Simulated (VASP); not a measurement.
An input for Quantum ESPRESSO's pw.x (written as the equivalent of a VASP run, and not itself run):

```
&CONTROL
  calculation = 'scf'
  pseudo_dir = './pseudo'
  outdir = './out'
  tprnfor = .true.
  tstress = .true.
/
&SYSTEM
  ibrav = 0
  nat = 1
  ntyp = 1
  ecutwfc = 66
  occupations = 'smearing'
  smearing = 'methfessel-paxton'
  degauss = 0.00735
  input_dft = 'pbesol'
/
&ELECTRONS
  conv_thr = 7.3e-09
  electron_maxstep = 100
/
ATOMIC_SPECIES
  Bi 208.980 Bi.upf
CELL_PARAMETERS angstrom
     0.0000000    2.5738614    2.5738614
     2.5738614    0.0000000    2.5738614
     2.5738614    2.5738614    0.0000000
ATOMIC_POSITIONS crystal
  Bi   0.0000000  0.0000000  0.0000000
K_POINTS automatic
  12 12 12 0 0 0
```

**Question.** Translate this input to VASP (INCAR, KPOINTS, POSCAR, choice of POTCAR).

**Answer.** Several could match; the one computed here: 
### INCAR
```
SYSTEM = Bi
PREC = Accurate
ENCUT = 480
EDIFF = 1E-7
NELM = 100
ALGO = Normal
LREAL = .FALSE.
LASPH = .TRUE.
ISMEAR = 1
SIGMA = 0.1
GGA = PS
LMAXMIX = 4
LWAVE = .FALSE.
LCHARG = .FALSE.
ISIF = 2
```

**POSCAR**
```
Bi
1
    0.0000000000     2.5738614082     2.5738614082
    2.5738614082     0.0000000000     2.5738614082
    2.5738614082     2.5738614082     0.0000000000
Bi
1
Direct
  0.0000000000   0.0000000000   0.0000000000
```

### KPOINTS
```
Automatic
0
G
  12 12 12
```

POTCAR, in this order: Bi_d (PBE.64 set). Program: vasp_std.

The two are equivalent in intent, not identical: the potentials are each code's own (VASP's PAW set, PseudoDojo norm-conserving files in pw.x), so ENCUT and ecutwfc are chosen apart and not converted; conv_thr bounds pw.x's estimated SCF error, while EDIFF bounds the energy change between steps.

The structure was generated: Bi was put into the fcc type (Fm-3m), which need not be its known phase. This cell was strained or had an atom moved on purpose.
